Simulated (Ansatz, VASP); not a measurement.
**One calculation of Sn2TeO3, two programs**

```
Sn Te O
1.0
     6.30167    0.00000    0.00000
    -3.15083    5.45740    0.00000
     0.00000    0.00000    3.14466
Sn Te O
2 1 3
Direct
  0.66667 0.33333 0.42835
  0.33333 0.66667 0.42835
  0.00000 0.00000 0.07769
  0.00000 0.50000 0.07854
  0.50000 0.00000 0.07854
  0.50000 0.50000 0.07854
```

Change from the starting cell: species swapped into the NaSn2Pd3 type (P6mm, No. 183).

Alike in both runs: functional PBE; k mesh 6 × 6 × 12; occupations gaussian, width 0.1 eV; no spin polarisation.

Ansatz relaxed the structure, and its values are those at the end. VASP's run is a single point on that final structure, the one shown.

```csv
,VASP,Ansatz
version,VASP 6.6.1,Ansatz 0.2.0
potentials or method,"VASP PAW PBE potentials, release 64 (Sn_d, Te, O)","scalar-relativistic, plane waves, PAW"
plane-wave cutoff (eV),520,420
valence electrons in the cell,52,62
```

|  | VASP | Ansatz | Ansatz less VASP |
| --- | --- | --- | --- |
| gap on the k mesh at the Fermi level (eV) | none | none | - |
| pressure (GPa) | 0.1 | 0.0 | -0.13 |
| rms of the force components (eV/Å) | 0.028 | 0.000 | -0.0278 |

A gap of «none» marks a metal or a gap that the smearing closes. The two sets of potentials don't hold the same shells in valence.

Spin-orbit coupling is left out, which matters for the levels of Te.
